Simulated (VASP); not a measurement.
## How SCF threshold and PAW data sets change a VASP run on PbF2 (Fluorocronite)

Aim: find what the SCF threshold and PAW data sets change for PbF2 (Fluorocronite), and what they cost. The series runs use LDA. The SCF threshold tried: EDIFF = 0.01; EDIFF = 0.001; EDIFF = 1E-04; EDIFF = 1E-05; EDIFF = 1E-06; EDIFF = 1E-08. The PAW data sets tried: minimal 64: Pb F; recommended 64: Pb_d F; recommended 54: Pb_d F; gw 64: Pb_d_GW F_GW; hard 64: Pb_d F_h; soft 64: Pb_d F_s. The start is a cell from a database of measured crystal structures.

Program: VASP 6.6.1. Level of theory: LDA; plane waves and PAW (Pb_d, F), in the first sound run; inputs show where later runs differ. Results are calculated unless marked as measured.

The database entry behind the starting cell differs from later determinations by our own check (0.1 to 0.3 % short, probably kX units), so it need not match the best structure at ambient conditions.

## Step 1: The structure

Symmetry: Fm-3m, No. 225, cubic system. The conventional cell has a = 5.927 Å, b = 5.927 Å, c = 5.927 Å, α = 90.00°, β = 90.00°, γ = 90.00°. Nearest to Pb lie 8 F at 2.57 Å. Nearest to F lie 4 Pb at 2.57 Å. Farther neighbours and most contacts between anions are not listed.

Coordinates:

```cif
data_structure
_symmetry_space_group_name_H-M 'Fm-3m'
_symmetry_Int_Tables_number 225
_cell_length_a 5.9273
_cell_length_b 5.9273
_cell_length_c 5.9273
_cell_angle_alpha 90.000
_cell_angle_beta 90.000
_cell_angle_gamma 90.000
_cell_volume 208.25
loop_
_atom_site_label
_atom_site_type_symbol
_atom_site_symmetry_multiplicity
_atom_site_Wyckoff_symbol
_atom_site_fract_x
_atom_site_fract_y
_atom_site_fract_z
_atom_site_occupancy
Pb1 Pb 4 a 0.00000 0.00000 0.00000 1
F1 F 8 c 0.25000 0.75000 0.75000 1
```

## Step 2: SCF threshold: EDIFF = 0.01

EDIFF stops the electronic loop; forces need it tighter than energies do. LDA, the lowest rung, knows the local density alone.

File INCAR:

```
SYSTEM = PbF2
PREC = Accurate
ENCUT = 520
EDIFF = 0.01
NELM = 100
ISMEAR = -1
SIGMA = 0.05
LREAL = .FALSE.
ALGO = Normal
GGA = CA
NBANDS = 20
LORBIT = 11
LWAVE = .FALSE.
LCHARG = .FALSE.
KPAR = 4
ISIF = 2
```

File POSCAR:

```
PbF2
1.0
    0.0000000000      2.9636600000      2.9636600000
    2.9636600000      0.0000000000      2.9636600000
    2.9636600000      2.9636600000      0.0000000000
Pb F
1 2
Direct
    0.0000000000      0.0000000000      0.0000000000
    0.2500000000      0.2500000000      0.2500000000
    0.7500000000      0.7500000000      0.7500000000
```

File KPOINTS:

```
Automatic mesh
0
Gamma
7 7 7
0 0 0
```

PAW data sets: Pb_d and F (PBE family, release 64).

Started as:

```bash
mpirun -np 4 vasp_std
```

The log of the run:

```text
[banner, memory and clock lines left out]
running    4 mpi-ranks, on    1 nodes
 distrk:  each k-point on    1 cores,    4 groups
 distr:  one band on    1 cores,    1 groups

 POSCAR found type information on POSCAR PbF
 POSCAR found :  2 types and       3 ions
|                                                                             |
|               ----> ADVICE to this user running VASP <----                  |
|                                                                             |
|     You enforced a specific xc type in the INCAR file but a different       |
|     [... a line on the potential file left out ...]
|     I HOPE YOU KNOW WHAT YOU ARE DOING!                                     |
|                                                                             |

 LDA part: xc-table for (Slater(with rela. corr.)+CA(PZ))
 , standard interpolation
 POSCAR, INCAR and KPOINTS ok, starting setup
 FFT: planning ... GRIDC
 FFT: planning ... GRID_SOFT
 FFT: planning ... GRID
 WAVECAR not read
 entering main loop
       N       E                     dE             d eps       ncg     rms          rms(c)
DAV:   1     0.304423861498E+03    0.30442E+03   -0.14865E+04   808   0.158E+03
DAV:   2     0.126977767383E+02   -0.29173E+03   -0.27606E+03   844   0.442E+02
DAV:   3    -0.167155817478E+02   -0.29413E+02   -0.29010E+02   948   0.148E+02
DAV:   4    -0.176163239038E+02   -0.90074E+00   -0.90000E+00   896   0.274E+01
DAV:   5    -0.176456832623E+02   -0.29359E-01   -0.29357E-01  1012   0.521E+00    0.684E+00
DAV:   6    -0.160919523513E+02    0.15537E+01   -0.75062E+00  1104   0.235E+01    0.267E+00
DAV:   7    -0.160501339173E+02    0.41818E-01   -0.39886E-01   820   0.401E+00    0.145E+00
DAV:   8    -0.160195186525E+02    0.30615E-01   -0.92598E-02  1068   0.290E+00    0.410E-01
DAV:   9    -0.160174855498E+02    0.20331E-02   -0.14583E-02   464   0.879E-01
   1 F= -.16017486E+02 E0= -.16017486E+02  d E =-.375209E-10
```

Run time: 5 s. Hardware: 4 MPI ranks of AMD EPYC 7R43, shared host; peak memory 0.5 GiB.

The logs omit lines about the potential files and the build; timing stands in the text.

Parts of OUTCAR (step 2):

```text
ion  position               nearest neighbor table
   1  0.000  0.000  0.000-   3 2.57   3 2.57   3 2.57   2 2.57   2 2.57   2 2.57   3 2.57   2 2.57

  LATTYP: Found a face centered cubic cell.
 ALAT       =     5.9273200000

 Subroutine GETGRP returns: Found 48 space group operations
 (whereof 48 operations were pure point group operations)

The static configuration has the point symmetry O_h .

 Found     20 irreducible k-points:

   k-points           NKPTS =     20   k-points in BZ     NKDIM =     20   number of bands    NBANDS=     20

   dimension x,y,z NGX =    32 NGY =   32 NGZ =   32
   dimension x,y,z NGXF=    64 NGYF=   64 NGZF=   64

   ENCUT  =  520.0 eV  38.22 Ry    6.18 a.u.   7.79  7.79  7.79*2*pi/ulx,y,z

   NELECT =      28.0000    total number of electrons

 k-points in reciprocal lattice and weights: Automatic mesh
   0.00000000  0.00000000  0.00000000       0.003
   0.14285714  0.00000000  0.00000000       0.023
   0.28571429  0.00000000  0.00000000       0.023
   0.42857143  0.00000000  0.00000000       0.023
   0.14285714  0.14285714  0.00000000       0.017
   0.28571429  0.14285714  0.00000000       0.070
   0.42857143  0.14285714  0.00000000       0.070
  -0.42857143  0.14285714  0.00000000       0.070
  -0.28571429  0.14285714  0.00000000       0.070
[...]
-0.42857143  0.42857143  0.14285714       0.070
  -0.28571429  0.42857143  0.14285714       0.070

 average (electrostatic) potential at core
       1 -93.1137       2 -75.1833       3 -75.1833

 E-fermi :   2.6200

 k-point     1 :       0.0000    0.0000    0.0000
  band No.  band energies     occupation
    ...
     10      -1.0303      2.00000
     11      -1.0303      2.00000
     12      -0.5291      2.00000
     13      -0.5291      2.00000
     14      -0.5291      2.00000
     15       8.0258      0.00000
     16       8.0258      0.00000
     17       8.0258      0.00000
     18      11.6906      0.00000
     19      16.2990      0.00000
    ...

 k-point     2 :       0.1429    0.0000    0.0000
  band No.  band energies     occupation
    ...
     10      -1.0742      2.00000
     11      -1.0742      2.00000
     12      -0.5610      2.00000
     13      -0.5610      2.00000
     14      -0.0134      2.00000
     15       7.3538      0.00000
     16       8.1966      0.00000
     17       8.1966      0.00000
     18      12.8342      0.00000
     19      15.7774      0.00000
    ...

 k-point     3 :       0.2857    0.0000    0.0000
  band No.  band energies     occupation
    ...
     10      -1.1704      2.00000
     11      -1.1704      2.00000
     12      -0.6322      2.00000
     13      -0.6321      2.00000
     14       0.8106      2.00000
     15       6.5986      0.00000
     16       8.5882      0.00000
     17       8.5883      0.00000
     18      14.1458      0.00000
     19      15.1713      0.00000
    ...

  Total       -1.1442266     -1.1442266     -1.1442266     -0.0000000      0.0000000      0.0000000
  in kB      -35.2133614    -35.2133614    -35.2133614     -0.0000000      0.0000000      0.0000000
  external PRESSURE =     -35.2133614 kB  Pullay stress =       0.0000000 kB

  energy-cutoff  :      520.00
  volume of cell :       52.06
      direct lattice vectors                 reciprocal lattice vectors
     0.000000000  2.963660000  2.963660000    -0.168710311  0.168710311  0.168710311
     2.963660000  0.000000000  2.963660000     0.168710311 -0.168710311  0.168710311
     2.963660000  2.963660000  0.000000000     0.168710311  0.168710311 -0.168710311

 POSITION                                       TOTAL-FORCE (eV/Angst)
 -----------------------------------------------------------------------------------
      0.00000      0.00000      0.00000         0.000000      0.000000     -0.000000
      1.48183      1.48183      1.48183         0.000000      0.000000      0.000000
      4.44549      4.44549      4.44549        -0.000000     -0.000000     -0.000000
 -----------------------------------------------------------------------------------
    total drift:                                0.000000     -0.000000      0.000000

  FREE ENERGIE OF THE ION-ELECTRON SYSTEM (eV)
  ---------------------------------------------------
  free  energy   TOTEN  =       -16.0174855498 eV

  energy  without entropy=      -16.0174855498  energy(sigma->0) =      -16.01748555

 total charge
# of ion       s       p       d       tot
------------------------------------------
    1        1.533   0.297   9.864  11.694
    2        1.733   4.294   0.000   6.026
    3        1.733   4.294   0.000   6.026
--------------------------------------------------
tot          4.998   8.884   9.864  23.746

[... 3 further parts left out ...]
```

The gap is read on the k-mesh alone, so it is an upper bound where the band edges lie off the mesh. Spin-orbit coupling is off here; with elements this heavy it splits and shifts levels by tenths of an eV or more. The PAW data sets were made with PBE, though LDA sets exist; this is a small mismatch.

Numbers from this step:

| Quantity | Value |
| --- | --- |
| SCF cycles | 9 |
| electrons | 28 |
| bands | 20 |
| irreducible k-points | 20 |
| symmetry operations | 48 |
| free energy (TOTEN) | -16.02 eV |
| Fermi energy | 2.62 eV |
| pressure | -3.521 GPa |
| metallic | no |
| valence top at k | -0.2857, 0.4286, 0.1429 |
| conduction bottom at k | 0.4286, 0.4286, 0 |
| least direct gap at k | 0.4286, 0.4286, 0 |
| gap on the k-mesh | 4.252 eV |
| least direct gap on the k-mesh | 4.478 eV |

The series starts at -5.3392 eV an atom and -3.52 GPa, after 9 cycles in 5 s.

## Step 3: SCF threshold: EDIFF = 0.001

Edit INCAR of step 2 so:

```diff
@@ -3,3 +3,3 @@
 ENCUT = 520
-EDIFF = 0.01
+EDIFF = 0.001
 NELM = 100
```

POSCAR is that of step 2.

KPOINTS is that of step 2.

Started as:

```bash
mpirun -np 4 vasp_std
```

The log of the run:

```text
[banner, memory and clock lines left out]
running    4 mpi-ranks, on    1 nodes
[...]
[... a notice as in an earlier step ...]

 LDA part: xc-table for (Slater(with rela. corr.)+CA(PZ))
 , standard interpolation
 POSCAR, INCAR and KPOINTS ok, starting setup
[...]
entering main loop
       N       E                     dE             d eps       ncg     rms          rms(c)
[... 4 cycles as in an earlier step ...]
DAV:   5    -0.176456835475E+02   -0.29360E-01   -0.29357E-01  1020   0.521E+00    0.684E+00
DAV:   6    -0.160919531303E+02    0.15537E+01   -0.75063E+00  1104   0.235E+01    0.267E+00
DAV:   7    -0.160501341666E+02    0.41819E-01   -0.39886E-01   820   0.401E+00    0.145E+00
DAV:   8    -0.160195186545E+02    0.30616E-01   -0.92598E-02  1068   0.290E+00    0.410E-01
DAV:   9    -0.160176911943E+02    0.18275E-02   -0.16639E-02   920   0.879E-01    0.978E-02
DAV:  10    -0.160179732613E+02   -0.28207E-03   -0.20404E-03   664   0.609E-01
   1 F= -.16017973E+02 E0= -.16017973E+02  d E =-.364191E-10
```

Run time: 5.2 s. Hardware: 4 MPI ranks; peak memory 0.51 GiB.

Parts of OUTCAR (step 3):

```text
  Total       -1.4525802     -1.4525802     -1.4525802      0.0000000      0.0000000     -0.0000000
  in kB      -44.7028871    -44.7028871    -44.7028871      0.0000000      0.0000000     -0.0000000
  external PRESSURE =     -44.7028871 kB  Pullay stress =       0.0000000 kB

 POSITION                                       TOTAL-FORCE (eV/Angst)
 -----------------------------------------------------------------------------------
      0.00000      0.00000      0.00000        -0.000000      0.000000      0.000000
      1.48183      1.48183      1.48183        -0.000000     -0.000000     -0.000000
      4.44549      4.44549      4.44549         0.000000      0.000000      0.000000
 -----------------------------------------------------------------------------------
    total drift:                                0.000000     -0.000000      0.000000

  FREE ENERGIE OF THE ION-ELECTRON SYSTEM (eV)
  ---------------------------------------------------
  free  energy   TOTEN  =       -16.0179732613 eV

  energy  without entropy=      -16.0179732613  energy(sigma->0) =      -16.01797326

[... 2 parts as in an earlier step ...]

[... 1 further part left out ...]
[key lines of the parts left out:]
E-fermi :   2.6138
```

Against the run before the energy moves by -0.16 meV an atom and the pressure by -0.95 GPa, after 10 cycles in 5.2 s.

## Step 4: SCF threshold: EDIFF = 1E-04

Edit INCAR of step 3 so:

```diff
@@ -3,3 +3,3 @@
 ENCUT = 520
-EDIFF = 0.001
+EDIFF = 1E-04
 NELM = 100
```

POSCAR is that of step 3.

KPOINTS is that of step 3.

Started as:

```bash
mpirun -np 4 vasp_std
```

The log of the run:

```text
[... set-up lines as in an earlier step ...]
 entering main loop
       N       E                     dE             d eps       ncg     rms          rms(c)
[... 8 cycles as in an earlier step ...]
DAV:   9    -0.160176915395E+02    0.18271E-02   -0.16642E-02   952   0.879E-01    0.978E-02
DAV:  10    -0.160179799791E+02   -0.28844E-03   -0.21053E-03   904   0.608E-01    0.531E-02
DAV:  11    -0.160178892778E+02    0.90701E-04   -0.31396E-04   700   0.240E-01
   1 F= -.16017889E+02 E0= -.16017889E+02  d E =-.371552E-10
```

Elapsed: 5.6 s, on 4 MPI ranks; peak memory 0.53 GiB; 20 s of CPU time.

Parts of OUTCAR (step 4):

```text
  Total       -1.4107411     -1.4107411     -1.4107411      0.0000000      0.0000000     -0.0000000
  in kB      -43.4152957    -43.4152957    -43.4152957      0.0000000      0.0000000     -0.0000000
  external PRESSURE =     -43.4152957 kB  Pullay stress =       0.0000000 kB

 POSITION                                       TOTAL-FORCE (eV/Angst)
 -----------------------------------------------------------------------------------
      0.00000      0.00000      0.00000        -0.000000     -0.000000      0.000000
      1.48183      1.48183      1.48183        -0.000000     -0.000000     -0.000000
      4.44549      4.44549      4.44549         0.000000      0.000000      0.000000
 -----------------------------------------------------------------------------------
    total drift:                                0.000000     -0.000000      0.000000

  FREE ENERGIE OF THE ION-ELECTRON SYSTEM (eV)
  ---------------------------------------------------
  free  energy   TOTEN  =       -16.0178892778 eV

  energy  without entropy=      -16.0178892778  energy(sigma->0) =      -16.01788928

[... 2 parts as in an earlier step ...]

[... 1 further part left out ...]
[key lines of the parts left out:]
E-fermi :   2.6212
```

Against the run before the energy moves by +0.03 meV an atom and the pressure by +0.13 GPa, after 11 cycles in 5.6 s.

## Step 5: SCF threshold: EDIFF = 1E-05

Edit INCAR of step 4 so:

```diff
@@ -3,3 +3,3 @@
 ENCUT = 520
-EDIFF = 1E-04
+EDIFF = 1E-05
 NELM = 100
```

POSCAR is that of step 4.

KPOINTS is that of step 4.

Started as:

```bash
mpirun -np 4 vasp_std
```

The log of the run:

```text
[... set-up lines as in an earlier step ...]
 entering main loop
       N       E                     dE             d eps       ncg     rms          rms(c)
[... 10 cycles as in an earlier step ...]
DAV:  11    -0.160178917615E+02    0.88218E-04   -0.33877E-04  1100   0.240E-01    0.192E-02
DAV:  12    -0.160178911242E+02    0.63729E-06   -0.39232E-05   884   0.608E-02
   1 F= -.16017891E+02 E0= -.16017891E+02  d E =-.378542E-10
```

It took 6 s on 4 MPI ranks; peak memory 0.54 GiB.

OUTCAR, selected parts (step 5):

```text
  Total       -1.4943186     -1.4943186     -1.4943186     -0.0000000     -0.0000000      0.0000000
  in kB      -45.9873780    -45.9873780    -45.9873780     -0.0000000     -0.0000000      0.0000000
  external PRESSURE =     -45.9873780 kB  Pullay stress =       0.0000000 kB

 POSITION                                       TOTAL-FORCE (eV/Angst)
 -----------------------------------------------------------------------------------
      0.00000      0.00000      0.00000         0.000000      0.000000      0.000000
      1.48183      1.48183      1.48183        -0.000000     -0.000000     -0.000000
      4.44549      4.44549      4.44549         0.000000      0.000000      0.000000
 -----------------------------------------------------------------------------------
    total drift:                                0.000000     -0.000000      0.000000

  FREE ENERGIE OF THE ION-ELECTRON SYSTEM (eV)
  ---------------------------------------------------
  free  energy   TOTEN  =       -16.0178911242 eV

  energy  without entropy=      -16.0178911242  energy(sigma->0) =      -16.01789112

[... 2 parts as in an earlier step ...]

[... 1 further part left out ...]
[key lines of the parts left out:]
E-fermi :   2.6211
```

Against the run before the energy stays within 0.01 meV an atom; the pressure moves by -0.26 GPa, after 12 cycles in 6 s.

## Step 6: SCF threshold: EDIFF = 1E-06

Edit INCAR of step 5 so:

```diff
@@ -3,3 +3,3 @@
 ENCUT = 520
-EDIFF = 1E-05
+EDIFF = 1E-06
 NELM = 100
```

POSCAR is that of step 5.

KPOINTS is that of step 5.

Started as:

```bash
mpirun -np 4 vasp_std
```

The log of the run:

```text
[... set-up lines as in an earlier step ...]
 entering main loop
       N       E                     dE             d eps       ncg     rms          rms(c)
[... 11 cycles as in an earlier step ...]
DAV:  12    -0.160178911277E+02    0.63379E-06   -0.39267E-05   912   0.608E-02    0.544E-03
DAV:  13    -0.160178915498E+02   -0.42206E-06   -0.32690E-06   840   0.156E-02
   1 F= -.16017892E+02 E0= -.16017892E+02  d E =-.375891E-10
```

Run time: 6.4 s. Hardware: 4 MPI ranks; peak memory 0.52 GiB.

Parts of OUTCAR (step 6):

```text
  Total       -1.4611397     -1.4611397     -1.4611397      0.0000000      0.0000000      0.0000000
  in kB      -44.9663029    -44.9663029    -44.9663029      0.0000000      0.0000000      0.0000000
  external PRESSURE =     -44.9663029 kB  Pullay stress =       0.0000000 kB

 POSITION                                       TOTAL-FORCE (eV/Angst)
 -----------------------------------------------------------------------------------
      0.00000      0.00000      0.00000        -0.000000     -0.000000     -0.000000
      1.48183      1.48183      1.48183         0.000000      0.000000      0.000000
      4.44549      4.44549      4.44549        -0.000000     -0.000000     -0.000000
 -----------------------------------------------------------------------------------
    total drift:                                0.000000     -0.000000      0.000000

  FREE ENERGIE OF THE ION-ELECTRON SYSTEM (eV)
  ---------------------------------------------------
  free  energy   TOTEN  =       -16.0178915498 eV

  energy  without entropy=      -16.0178915497  energy(sigma->0) =      -16.01789155

[... 2 parts as in an earlier step ...]

[... 1 further part left out ...]
[key lines of the parts left out:]
E-fermi :   2.6211
```

Against the run before the energy stays within 0.01 meV an atom; the pressure moves by +0.10 GPa, after 13 cycles in 6.4 s.

## Step 7: SCF threshold: EDIFF = 1E-08

Edit INCAR of step 6 so:

```diff
@@ -3,3 +3,3 @@
 ENCUT = 520
-EDIFF = 1E-06
+EDIFF = 1E-08
 NELM = 100
```

POSCAR is that of step 6.

KPOINTS is that of step 6.

Started as:

```bash
mpirun -np 4 vasp_std
```

The log of the run:

```text
[... set-up lines as in an earlier step ...]
 entering main loop
       N       E                     dE             d eps       ncg     rms          rms(c)
[... 12 cycles as in an earlier step ...]
DAV:  13    -0.160178915507E+02   -0.42299E-06   -0.32782E-06   880   0.156E-02    0.360E-03
DAV:  14    -0.160178913957E+02    0.15499E-06   -0.60365E-07   932   0.587E-03    0.119E-04
DAV:  15    -0.160178913974E+02   -0.16521E-08   -0.78443E-09   628   0.797E-04
   1 F= -.16017891E+02 E0= -.16017891E+02  d E =-.377575E-10
```

Elapsed: 7 s, on 4 MPI ranks; peak memory 0.54 GiB.

Parts of OUTCAR (step 7):

```text
  Total       -1.4746959     -1.4746959     -1.4746959      0.0000000      0.0000000     -0.0000000
  in kB      -45.3834948    -45.3834948    -45.3834948      0.0000000      0.0000000     -0.0000000
  external PRESSURE =     -45.3834948 kB  Pullay stress =       0.0000000 kB

 POSITION                                       TOTAL-FORCE (eV/Angst)
 -----------------------------------------------------------------------------------
      0.00000      0.00000      0.00000        -0.000000     -0.000000      0.000000
      1.48183      1.48183      1.48183         0.000000      0.000000      0.000000
      4.44549      4.44549      4.44549        -0.000000      0.000000     -0.000000
 -----------------------------------------------------------------------------------
    total drift:                                0.000000     -0.000000      0.000000

  FREE ENERGIE OF THE ION-ELECTRON SYSTEM (eV)
  ---------------------------------------------------
  free  energy   TOTEN  =       -16.0178913974 eV

  energy  without entropy=      -16.0178913973  energy(sigma->0) =      -16.01789140

[... 2 parts as in an earlier step ...]

[... 1 further part left out ...]
[key lines of the parts left out:]
E-fermi :   2.6212
```

Against the run before the energy stays within 0.01 meV an atom; the pressure moves by -0.04 GPa, after 15 cycles in 7 s.

(Continued in part 2 of 2.)

[Lines on the potential files, build, host, timing and source positions are cut from VASP's logs without a mark.]

[Logs are printed without paths, hosts, clocks, repeated set-up lines and the standing remarks that a program may print on its own settings, such as how far it seeks lower states.]

[Hosts, paths, dates, database ids (printed as entryN), source tags and the programs' standing remarks are cut or masked in the printed files.]

[A measured line is paired with the nearest computed mode of its activity, which favours agreement.]
